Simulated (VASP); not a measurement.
A convergence study with VASP on MnSi (space group no. 198 when undisturbed): one setting is varied, all else stays as given below, so the limit is that of these other settings. One atom is moved off its site, so that forces are finite.

```xyz
8
Lattice="4.5463 0.0000 0.0000 0.0000 4.5463 0.0000 0.0000 0.0000 4.5463" Properties=species:S:1:pos:R:3 pbc="T T T"
Mn     3.9235     2.8960     1.6503
Mn     1.6503     3.9235     2.8960
Mn     0.6517     0.6517     0.6517
Mn     2.8960     1.6503     3.9235
Si     0.7047     1.5685     2.9778
Si     2.9778     0.7047     1.5685
Si     3.8416     3.8416     3.8416
Si     1.5685     2.9778     0.7047
```
Starting moments (μB, in the order of the record's atoms Mn Mn Mn Mn Si Si Si Si): 1.0 1.0 1.0 1.0 0.0 0.0 0.0 0.0.

Computed with PBE GGA, VASP's PBE PAW potentials (set 64) (plane waves; VASP 6.6.1). The tightest run used: 300 eV cut-off, 11×11×11 Γ-centred mesh, Gaussian smearing of 0.10 eV, potentials Mn_pv Si.

The moments were started parallel, and other spin orders were not tried in this run.

Question: The settings run are 1×1×1 mesh; 2×2×2 mesh; 3×3×3 mesh; 4×4×4 mesh; 5×5×5 mesh; 6×6×6 mesh; 8×8×8 mesh; 9×9×9 mesh; 10×10×10 mesh; 11×11×11 mesh. From which on does the stress (every component) stay within 0.2 GPa of the tightest run?

Answer: From 3×3×3 mesh on: it is off by 0.05 there and by no more than 0.2 in any finer run, while 2×2×2 mesh is off by 0.46.
| setting | E (eV/atom) | pressure (GPa) | largest force (eV/Å) | moment (μB) | irreducible k-points | difference judged (GPa) |
|---|---|---|---|---|---|---|
| 1×1×1 mesh | -7.5258 | -1.32 | 1.721 | 6.000 | 1 | 3.47 |
| 2×2×2 mesh | -7.6974 | -5.26 | 0.889 | 3.665 | 4 | 0.46 |
| 3×3×3 mesh | -7.6635 | -4.76 | 0.747 | 3.853 | 6 | 0.05 |
| 4×4×4 mesh | -7.6712 | -4.70 | 0.821 | 4.008 | 14 | 0.09 |
| 5×5×5 mesh | -7.6720 | -4.83 | 0.804 | 3.936 | 23 | 0.04 |
| 6×6×6 mesh | -7.6694 | -4.72 | 0.785 | 3.966 | 40 | 0.07 |
| 8×8×8 mesh | -7.6711 | -4.79 | 0.805 | 3.969 | 90 | 0.01 |
| 9×9×9 mesh | -7.6704 | -4.76 | 0.798 | 3.967 | 125 | 0.04 |
| 10×10×10 mesh | -7.6706 | -4.75 | 0.802 | 3.974 | 172 | 0.05 |
| 11×11×11 mesh | -7.6707 | -4.79 | 0.803 | 3.972 | 226 | 0.00 |

Left out are rungs that failed or repeat a setting and relaxations that didn't move; long series are thinned to 24 rows.

The structure is a typed MnSi crystal (space group no. 198). The cell was not relaxed at this level, it is distorted from the ideal structure.
